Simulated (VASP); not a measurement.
Data:

```xyz
2
Lattice="0.0000 3.0843 3.0843 3.0843 0.0000 3.0843 3.0843 3.0843 0.0000" Properties=species:S:1:pos:R:3 pbc="T T T"
Na     3.0843     6.1685     3.0843
Cl     1.5421     1.5421     1.5421
```

Calculation: PBEsol GGA, VASP's PBE PAW potentials (set 64) (plane waves; VASP). Run with 400 eV cut-off, Gaussian smearing of 0.050 eV, potentials Na_pv Cl.

### Question
Give the energies of bands 5 to 9 at the high-symmetry points, in eV from the valence-band maximum.

### Answer

| band | Γ | X | U | L | W |
|---|---|---|---|---|---|
| 5 | 0.00 | -0.99 | -0.81 | -1.08 | -0.69 |
| 6 | 0.00 | -0.31 | -0.59 | -0.10 | -0.64 |
| 7 | 0.00 | -0.31 | -0.24 | -0.10 | -0.35 |
| 8 | 4.84 | 6.93 | 7.58 | 7.50 | 7.75 |
| 9 | 11.16 | 8.99 | 9.06 | 8.83 | 9.49 |

The gap is direct, 4.84 eV, from the valence maximum at Γ to the conduction minimum at Γ.

The structure was generated: NaCl was put into the zinc blende type (F-43m), which need not be its known phase. It was relaxed first.
